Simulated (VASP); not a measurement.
Computed with TPSS meta-GGA, VASP's PBE PAW potentials (set 64) (plane waves; VASP).

VASP input:

**POSCAR**
```
AlN
1.0
  1.5443316943  -2.6748609524   0.0000000000
  1.5443316943   2.6748609524   0.0000000000
  0.0000000000   0.0000000000   4.9454071822
Al N
2 2
Cartesian
  1.5443316943  -0.8916221007   2.4729029058
  1.5443316943   0.8916221007   0.0001993147
  1.5443316943  -0.8916221007   4.3616498200
  1.5443316943   0.8916221007   1.8889462289
```

KPOINTS:
```
Automatic mesh
0
Gamma
8 8 5
0 0 0
```

**INCAR**
```
SYSTEM = AlN
PREC = Accurate
ENCUT = 520
EDIFF = 1E-7
NELM = 100
ALGO = Normal
LREAL = .FALSE.
LASPH = .TRUE.
ISMEAR = 0
SIGMA = 0.05
METAGGA = TPSS
LMIXTAU = .TRUE.
LWAVE = .FALSE.
LCHARG = .FALSE.
ISIF = 4
IBRION = 2
NSW = 30
EDIFFG = -0.01
```

POTCAR, in this order: Al N (PBE.64 set). Program: vasp_std.

Output of the run:

File OSZICAR:
```
       N       E                     dE             d eps       ncg     rms          rms(c)
DAV:   1     0.101854696168E+03    0.10185E+03   -0.77730E+03   720   0.137E+03
DAV:   2    -0.274492169317E+02   -0.12930E+03   -0.11830E+03  1272   0.369E+02
DAV:   3    -0.351356899325E+02   -0.76865E+01   -0.76061E+01  1008   0.943E+01
DAV:   4    -0.353663941255E+02   -0.23070E+00   -0.23016E+00  1144   0.207E+01
DAV:   5    -0.353697505510E+02   -0.33564E-02   -0.33549E-02  1032   0.242E+00    0.124E+01
DAV:   6    -0.423402747514E+02   -0.69705E+01   -0.13552E+01   720   0.502E+01    0.533E+00
DAV:   7    -0.412527556484E+02    0.10875E+01   -0.36206E+00   840   0.166E+01    0.204E+00
DAV:   8    -0.421443431153E+02   -0.89159E+00   -0.33192E-01   744   0.677E+00    0.143E+00
DAV:   9    -0.416904357694E+02    0.45391E+00   -0.13396E-01   720   0.401E+00    0.728E-01
DAV:  10    -0.420827098217E+02   -0.39227E+00   -0.20623E-01   720   0.516E+00    0.206E-01
DAV:  11    -0.421395524811E+02   -0.56843E-01   -0.22290E-02   876   0.141E+00    0.214E-01
DAV:  12    -0.421348414227E+02    0.47111E-02   -0.14926E-03   848   0.373E-01    0.141E-01
DAV:  13    -0.421516541619E+02   -0.16813E-01   -0.92965E-03   720   0.118E+00    0.490E-02
DAV:  14    -0.421519801007E+02   -0.32594E-03   -0.66362E-04   772   0.241E-01    0.166E-02
DAV:  15    -0.421519878114E+02   -0.77107E-05   -0.70275E-06   916   0.342E-02    0.141E-02
DAV:  16    -0.421520465866E+02   -0.58775E-04   -0.17040E-05   736   0.453E-02    0.755E-03
DAV:  17    -0.421520352942E+02    0.11292E-04   -0.38577E-06   788   0.208E-02    0.280E-03
DAV:  18    -0.421520451177E+02   -0.98235E-05   -0.11985E-06   856   0.119E-02    0.643E-04
DAV:  19    -0.421520443619E+02    0.75584E-06   -0.89028E-08   468   0.317E-03    0.934E-04
DAV:  20    -0.421520446885E+02   -0.32660E-06   -0.12807E-07   484   0.421E-03    0.293E-04
DAV:  21    -0.421520440261E+02    0.66235E-06   -0.92110E-09   360   0.128E-03    0.183E-04
DAV:  22    -0.421520442675E+02   -0.24141E-06   -0.85461E-10   360   0.368E-04    0.151E-04
DAV:  23    -0.421520438726E+02    0.39497E-06   -0.12603E-09   360   0.430E-04    0.974E-05
DAV:  24    -0.421520438226E+02    0.49950E-07   -0.41798E-10   360   0.320E-04
   1 F= -.42152044E+02 E0= -.42152044E+02  d E =-.421520E+02
       N       E                     dE             d eps       ncg     rms          rms(c)
DAV:   1    -0.421520862593E+02   -0.42387E-04   -0.18184E-03   720   0.411E-01    0.260E-02
DAV:   2    -0.421520718409E+02    0.14418E-04   -0.19766E-05   904   0.425E-02    0.146E-02
DAV:   3    -0.421520584647E+02    0.13376E-04   -0.12799E-05   836   0.348E-02    0.108E-03
DAV:   4    -0.421520690227E+02   -0.10558E-04   -0.32001E-06   752   0.227E-02    0.839E-04
DAV:   5    -0.421520663589E+02    0.26637E-05   -0.74510E-07   752   0.111E-02    0.433E-04
DAV:   6    -0.421520691090E+02   -0.27500E-05   -0.22465E-07   664   0.623E-03    0.310E-04
DAV:   7    -0.421520681284E+02    0.98058E-06   -0.32546E-08   360   0.237E-03    0.183E-04
DAV:   8    -0.421520682537E+02   -0.12530E-06   -0.11634E-08   360   0.132E-03    0.429E-05
DAV:   9    -0.421520677733E+02    0.48036E-06   -0.57134E-09   360   0.894E-04    0.466E-05
DAV:  10    -0.421520678060E+02   -0.32632E-07   -0.51402E-10   360   0.253E-04
   2 F= -.42152068E+02 E0= -.42152068E+02  d E =-.239833E-04
```

OUTCAR:
```
------------------------ aborting loop because EDIFF is reached ----------------------------------------
  FORCE on cell =-STRESS in cart. coord.  units (eV):
  Direction    XX          YY          ZZ          XY          YZ          ZX
  --------------------------------------------------------------------------------------
  Total        1.6605701      1.6605701      1.6622786      0.0000000     -0.0000000      0.0000000
  in kB       65.1169367     65.1169364     65.1839332      0.0000000     -0.0000000      0.0000000
  external PRESSURE =      65.1392688 kB  Pullay stress =       0.0000000 kB
  volume of cell :       40.86
      direct lattice vectors                 reciprocal lattice vectors
     1.544742740 -2.675572904 -0.000000000     0.323678492 -0.186875865  0.000000000
     1.544742740  2.675572904  0.000000000     0.323678492  0.186875865 -0.000000000
     0.000000000  0.000000000  4.942775654     0.000000000 -0.000000000  0.202315474
  FREE ENERGIE OF THE ION-ELECTRON SYSTEM (eV)
  ---------------------------------------------------
  free  energy   TOTEN  =       -42.1520678060 eV

  energy  without entropy=      -42.1520678060  energy(sigma->0) =      -42.15206781

 reached required accuracy - stopping structural energy minimisation
```
(Selected blocks of OUTCAR.)

CONTCAR:
```
AlN
   1.00000000000000
     1.5447427399397526   -2.6755729040922027   -0.0000000000000000
     1.5447427399397526    2.6755729040922027    0.0000000000000000
     0.0000000000000000    0.0000000000000000    4.9427756537123653
  Al              N
     2     2
Direct
     0.6666669999999968    0.3333330000000032    0.4999890244741848
     0.3333330000000032    0.6666669999999968    0.9999890244741848
     0.6666669999999968    0.3333330000000032    0.8820109755258131
     0.3333330000000032    0.6666669999999968    0.3820109755258131
```

OUTCAR:
```
 val. band max:        6.2909270447   @ k =   0.0000   0.0000   0.0000

 cond. band min:      10.6940125754   @ k =   0.0000   0.0000   0.0000


 Fermi energy:         6.5336896957

 k-point     1 :       0.0000    0.0000    0.0000
  band No.  band energies     occupation
      1      -9.4601      2.00000
      2      -7.2714      2.00000
      3       0.1254      2.00000
      4       5.3998      2.00000
      5       5.3998      2.00000
      6       6.0536      2.00000
      7       6.0537      2.00000
      8       6.2909      2.00000
      9      10.6940      0.00000
     10      13.3508      0.00000
     11      17.1967      0.00000
     12      17.9001      0.00000

 k-point     2 :       0.1250    0.0000    0.0000
  band No.  band energies     occupation
      1      -9.2579      2.00000
      2      -7.1600      2.00000
      3       0.3693      2.00000
      4       4.5110      2.00000
      5       5.1499      2.00000
      6       5.2152      2.00000
      7       6.0201      2.00000
      8       6.1990      2.00000
      9      11.5441      0.00000
     10      14.0910      0.00000
     11      16.3023      0.00000
     12      16.7210      0.00000

 k-point     3 :       0.2500    0.0000    0.0000
  band No.  band energies     occupation
      1      -8.6950      2.00000
      2      -6.8983      2.00000
      3       1.0707      2.00000
      4       2.7372      2.00000
      5       3.7628      2.00000
      6       4.6743      2.00000
      7       5.8464      2.00000
      8       5.8587      2.00000
      9      12.6908      0.00000
     10      14.1536      0.00000
     11      14.6030      0.00000
     12      16.7639      0.00000

 k-point     4 :       0.3750    0.0000    0.0000
  band No.  band energies     occupation
      1      -7.9363      2.00000
      2      -6.7116      2.00000
      3       1.2487      2.00000
      4       2.1009      2.00000
      5       2.5369      2.00000
      6       4.2872      2.00000
...
```

The compound is AlN in the wurtzite structure. This cell is one point of a volume scan, at 0.97 of the reference volume. Symmetry was kept, so distortions that lower it aren't found.
